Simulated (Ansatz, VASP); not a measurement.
# Si3N4 in two plane-wave programs, part 2 of 2

One calculation is typed for both programs; each brings its own data sets. How far apart do they land? The cell is taken from a series of runs on this material, whose earlier steps may have relaxed, scaled, displaced or heated it; both programs get it as it stands.

VASP 6.6.1 and Ansatz 0.2.0.

So far: The structure; Ansatz: G0W0 gap, LDA.

## Step 3: VASP: G0W0 gap, LDA

Level of this step: G0W0 on LDA; plane waves and PAW (Si_GW, N_GW) (VASP).

The same cell, functional (in two slightly different forms) and mesh now go to VASP, with its own data sets.

Lines of VASP's logs that name or quote its potential files are left out, and so is its time.

The run reads the wave functions of an earlier VASP run, which isn't shown here.

INCAR

```
SYSTEM = Si3N4
PREC = Accurate
ENCUT = 450
ISMEAR = 0
SIGMA = 0.01
LREAL = .FALSE.
GGA = CA
NBANDS = 340
ALGO = EVGW0
NELMGW = 1
ENCUTGW = 100
NOMEGA = 64
PRECFOCK = Fast
NBANDSGW = 40
LWAVE = .FALSE.
LCHARG = .FALSE.
```

POSCAR

```
Si3N4
1.0
   -3.2373500000      3.2373500000      3.2373500000
    3.2373500000     -3.2373500000      3.2373500000
    3.2373500000      3.2373500000     -3.2373500000
Si N
6 8
Direct
    0.2500000000      0.1250000000      0.8750000000
    0.8750000000      0.2500000000      0.1250000000
    0.7500000000      0.3750000000      0.6250000000
    0.6250000000      0.7500000000      0.3750000000
    0.1250000000      0.8750000000      0.2500000000
    0.3750000000      0.6250000000      0.7500000000
    0.5628000000      0.5628000000      0.5628000000
    0.4372000000      0.5000000000      0.0000000000
    0.5000000000      0.0000000000      0.9372000000
    0.0000000000      0.4372000000      0.5000000000
    0.9372000000      0.5000000000      0.0000000000
    0.0628000000      0.0628000000      0.0628000000
    0.0000000000      0.9372000000      0.5000000000
    0.5000000000      0.0000000000      0.4372000000
```

KPOINTS

```
Automatic mesh
0
Gamma
2 2 2
0 0 0
```

The projector-augmented-wave data sets are Si_GW and N_GW (LDA family, release 64).

Started as:

```console
$ export OMP_NUM_THREADS=5
$ mpirun -np 1 vasp_std
```

Numbers of over 12 decimals in the logs are rounded to 6 here.

What it wrote:

```text
[banner, memory and clock lines left out]
running    1 mpi-ranks, on    1 nodes
 distrk:  each k-point on    1 cores,    1 groups
 distr:  one band on    1 cores,    1 groups
 Offloading initialized ...    1 GPUs detected
 POSCAR found type information on POSCAR SiN
 POSCAR found :  2 types and      14 ions
|                                                                             |
|           W    W    AA    RRRRR   N    N  II  N    N   GGGG   !!!           |
|           W    W   A  A   R    R  NN   N  II  NN   N  G    G  !!!           |
|           W    W  A    A  R    R  N N  N  II  N N  N  G       !!!           |
|           W WW W  AAAAAA  RRRRR   N  N N  II  N  N N  G  GGG   !            |
|           WW  WW  A    A  R   R   N   NN  II  N   NN  G    G                |
|           W    W  A    A  R    R  N    N  II  N    N   GGGG   !!!           |
|                                                                             |
|     The default for ENCUTGWSOFT is different in this version of VASP.       |
|     please manually set ENCUTGWSOFT =100 in the INCAR file.                 |
|                                                                             |

 LDA part: xc-table for (Slater(with rela. corr.)+CA(PZ))
 , standard interpolation
 found WAVECAR, reading the header
 POSCAR, INCAR and KPOINTS ok, starting setup
 FFT: planning ... GRIDC
 FFT: planning ... GRID_SOFT
 FFT: planning ... GRID
 reading WAVECAR
 the WAVECAR file was read successfully
 initial charge from wavefunction
 available memory per node:   1584.97 GB, setting MAXMEM to   1623005

 The Fermi energy was updated, please check that it is located mid-gap
 values below the HOMO (VB) or above the LUMO (CB) will cause erroneous energies
 E-fermi :   9.4772

 calculate exact exchange contribution
 the WAVEDER file was read successfully
energies w=
    0.000    0.000    0.659    0.000    1.316    0.000    1.970    0.000
    2.620    0.000    3.265    0.000    3.902    0.000    4.533    0.000
    5.156    0.000    5.770    0.000    6.376    0.000    6.973    0.000
    7.562    0.000    8.143    0.000    8.717    0.000    9.285    0.000
    9.846    0.000   10.402    0.000   10.954    0.000   11.504    0.000
   12.051    0.000   12.597    0.000   13.143    0.000   13.691    0.000
   14.242    0.000   14.797    0.000   15.358    0.000   15.927    0.000
   16.505    0.000   17.094    0.000   17.697    0.000   18.315    0.000
   18.950    0.000   19.607    0.000   20.287    0.000   20.993    0.000
   21.731    0.000   22.504    0.000   23.317    0.000   24.175    0.000
   25.086    0.000   26.056    0.000   27.096    0.000   28.214    0.000
   29.425    0.000   30.742    0.000   32.185    0.000   33.774    0.000
   35.539    0.000   37.513    0.000   39.740    0.000   42.274    0.000
   45.189    0.000   48.581    0.000   52.581    0.000   57.370    0.000
   63.207    0.000   70.480    0.000   79.787    0.000   92.107    0.000
  109.167    0.000  134.307    0.000  174.964    0.000  251.707    0.000
 responsefunction array rank=     321
 LDA part: xc-table for (Slater(with rela. corr.)+CA(PZ))
 , standard interpolation

 min. memory requirement per mpi rank    465.5 MB, per node    465.5 MB

 allocating  64 responsefunctions rank=   321
 shmem allocating  64 responsefunctions rank=   321
 response function shared by NCSHMEM nodes    1
 Doing            64  frequencies on each core in blocks of            64
NQ=   1    0.0000    0.0000    0.0000,
|.........|.........|.........|.........|.........|.........|.........|.........
 performed        239000 updates of chi_q(r,r)
 total number of BLAS operations        197.26 Gflops
NQ=   2    0.5000    0.0000    0.0000,
|.........|.........|.........|.........|.........|.........|.........|.........
 performed        559000 updates of chi_q(r,r)
 total number of BLAS operations        447.16 Gflops
NQ=   3    0.5000    0.5000    0.5000,
|.........|.........|.........|.........|.........|.........|.........|.........
 performed        798000 updates of chi_q(r,r)
 total number of BLAS operations        617.16 Gflops
 resolving degeneracies of screened two electron integrals

 calculate QP shifts <psi_nk| G(iteration)W_0 |psi_nk>: iteration 1
 entering main loop
```

From OUTCAR (step 3):

```text
ion  position               nearest neighbor table
   1  0.250  0.125  0.875-  12 1.75   9 1.75   8 1.75  13 1.75   4 3.03   6 3.03   2 3.03   5 3.03
                             6 3.03   4 3.03   2 3.03   5 3.03
   2  0.875  0.250  0.125-  10 1.75  11 1.75  12 1.75   9 1.75   5 3.03   6 3.03   1 3.03   6 3.03
                             3 3.03   1 3.03   3 3.03   5 3.03
   3  0.750  0.375  0.625-   7 1.75  10 1.75  11 1.75  14 1.75   6 3.03   5 3.03   4 3.03   5 3.03
                             2 3.03   2 3.03   4 3.03   6 3.03
   4  0.625  0.750  0.375-   7 1.75   8 1.75  13 1.75  14 1.75   3 3.03   5 3.03   1 3.03   6 3.03
                             1 3.03   5 3.03   6 3.03   3 3.03
   5  0.125  0.875  0.250-  11 1.75  12 1.75  13 1.75  14 1.75   1 3.03   4 3.03   3 3.03   2 3.03
                             3 3.03   4 3.03   1 3.03   2 3.03
   6  0.375  0.625  0.750-  10 1.75   8 1.75   9 1.75   7 1.75   4 3.03   1 3.03   2 3.03   1 3.03
                             3 3.03   2 3.03   4 3.03   3 3.03
   7  0.563  0.563  0.563-   4 1.75   3 1.75   6 1.75
   8  0.437  0.500  0.000-   1 1.75   4 1.75   6 1.75
   9  0.500  0.000  0.937-   1 1.75   6 1.75   2 1.75
  10  0.000  0.437  0.500-   6 1.75   3 1.75   2 1.75
  11  0.937  0.500  0.000-   5 1.75   3 1.75   2 1.75
  12  0.063  0.063  0.063-   1 1.75   2 1.75   5 1.75
  13  0.000  0.937  0.500-   1 1.75   4 1.75   5 1.75
  14  0.500  0.000  0.437-   4 1.75   5 1.75   3 1.75

  LATTYP: Found a body centered cubic cell.
 ALAT       =     6.4747000000

 Subroutine GETGRP returns: Found 24 space group operations
 (whereof  3 operations were pure point group operations)

The static configuration has the point symmetry C_3 .
 The point group associated with its full space group is T_d .

 Found      3 irreducible k-points:

   k-points           NKPTS =      3   k-points in BZ     NKDIM =      8   number of bands    NBANDS=    340

   dimension x,y,z NGX =    40 NGY =   40 NGZ =   40
   dimension x,y,z NGXF=    80 NGYF=   80 NGZF=   80

   ENCUT  =  450.0 eV  33.07 Ry    5.75 a.u.   9.70  9.70  9.70*2*pi/ulx,y,z

   NELECT =      64.0000    total number of electrons

  energy-cutoff  :      450.00
  volume of cell :      135.72
      direct lattice vectors                 reciprocal lattice vectors
    -3.237350000  3.237350000  3.237350000     0.000000000  0.154447310  0.154447310
     3.237350000 -3.237350000  3.237350000     0.154447310  0.000000000  0.154447310
     3.237350000  3.237350000 -3.237350000     0.154447310  0.154447310  0.000000000

 k-points in reciprocal lattice and weights: Automatic mesh
   0.00000000  0.00000000  0.00000000       0.125
   0.50000000  0.00000000  0.00000000       0.750
   0.50000000  0.50000000  0.50000000       0.125

 E-fermi :   9.4772

 QP shifts <psi_nk| G(iteration)W_0 |psi_nk>: iteration 1
 for sc-GW calculations column KS-energies equals QP-energies in previous step
 and V_xc(KS)=  KS-energies - (<T + V_ion + V_H > + <T+V_H+V_ion>^1  + <V_x>^1)
 k-point   1 :       0.0000    0.0000    0.0000
  band No.  KS-energies  QP-energies   sigma(KS)   V_xc(KS)     V^pw_x(r,r')   Z            occupation Imag(sigma)
    ...
     29       7.1043       6.6684     -17.3909     -16.8346     -20.7914       0.7836       2.0000       0.0680
     30       7.1043       6.6684     -17.3909     -16.8346     -20.7914       0.7836       2.0000       0.0680
     31       7.1043       6.6684     -17.3909     -16.8346     -20.7914       0.7836       2.0000       0.0680
     32       7.2070       6.7460     -17.4914     -16.9019     -20.9969       0.7820       2.0000       0.0694
     33      11.7000      12.7706      -9.9811     -11.2832      -5.7485       0.8221       0.0000      -0.0680
     34      11.7000      12.7706      -9.9811     -11.2832      -5.7485       0.8221       0.0000      -0.0680
     35      11.8173      12.9706     -11.0900     -12.5069      -6.8677       0.8140       0.0000      -0.0692
     36      11.8173      12.9706     -11.0900     -12.5069      -6.8677       0.8140       0.0000      -0.0692
    ...

 k-point   2 :       0.5000    0.0000    0.0000
  band No.  KS-energies  QP-energies   sigma(KS)   V_xc(KS)     V^pw_x(r,r')   Z            occupation Imag(sigma)
    ...
     29       5.9685       5.4254     -16.9340     -16.2413     -20.3813       0.7840       2.0000       0.0727
     30       5.9685       5.4254     -16.9340     -16.2413     -20.3813       0.7840       2.0000       0.0727
     31       7.2544       6.8279     -17.5603     -17.0167     -21.0036       0.7847       2.0000       0.0679
     32       7.2544       6.8279     -17.5603     -17.0167     -21.0036       0.7847       2.0000       0.0679
     33      12.0512      13.1591     -10.4011     -11.7561      -6.1585       0.8176       0.0000      -0.0699
     34      12.0512      13.1591     -10.4011     -11.7561      -6.1585       0.8176       0.0000      -0.0699
     35      13.1031      14.3397     -11.3557     -12.8854      -6.8445       0.8084       0.0000      -0.0770
     36      13.1031      14.3397     -11.3557     -12.8854      -6.8445       0.8084       0.0000      -0.0770
    ...

 k-point   3 :       0.5000    0.5000    0.5000
  band No.  KS-energies  QP-energies   sigma(KS)   V_xc(KS)     V^pw_x(r,r')   Z            occupation Imag(sigma)
    ...
     29       5.3305       4.7155     -16.6407     -15.8526     -20.2077       0.7803       2.0000       0.0807
     30       5.3305       4.7155     -16.6407     -15.8526     -20.2077       0.7803       2.0000       0.0807
     31       6.0469       5.4588     -16.7725     -16.0195     -20.3415       0.7809       2.0000       0.0769
     32       6.0469       5.4588     -16.7725     -16.0195     -20.3415       0.7809       2.0000       0.0769
     33      12.4865      13.5678      -9.8973     -11.2197      -5.4397       0.8177       0.0000      -0.0739
     34      12.4865      13.5678      -9.8973     -11.2197      -5.4397       0.8177       0.0000      -0.0739
     35      12.4865      13.5678      -9.8973     -11.2197      -5.4397       0.8177       0.0000      -0.0739
     36      12.4865      13.5678      -9.8973     -11.2197      -5.4397       0.8177       0.0000      -0.0739
    ...
```

## Step 4: Comparison

Known differences besides the potentials themselves: the two LDA forms differ slightly; fixed occupations in Ansatz, narrow Gaussian smearing in VASP; the cutoff is 420 eV in Ansatz and 450 eV in VASP; VASP's log shows a relativistic correction to its local exchange, Ansatz's none; Ansatz integrates over frequency by contour deformation, VASP on a grid of NOMEGA points; Ansatz's G0W0 levels solve the quasiparticle equation, VASP's are linearised. Total energies have different zeros and are not compared.

The two programs side by side:

```
                   quantity  Ansatz  VASP  difference
  G0W0 gap on the mesh (eV)    5.99  5.94       +0.05
Kohn-Sham gap under it (eV)    4.46  4.45       +0.01
```

## Step 5: Outcome

| Property | Result |
| --- | --- |
| difference in G0W0 gap on the mesh (G0W0 gap, LDA) | 0.046 eV |

In words: The difference in G0W0 gap on the mesh is 0.046 eV (G0W0 gap, LDA). Such differences can come from data sets, numerical settings and the points named under the comparisons, not from the functional's error against experiment.

[Lines on the potential files, build, host, timing and source positions are cut from VASP's logs without a mark.]

[Logs are printed without paths, hosts, clocks, repeated set-up lines and the standing remarks that a program may print on its own settings, such as how far it seeks lower states.]

[Hosts, paths, dates, database ids (printed as entryN), source tags and the programs' standing remarks are cut or masked in the printed files.]
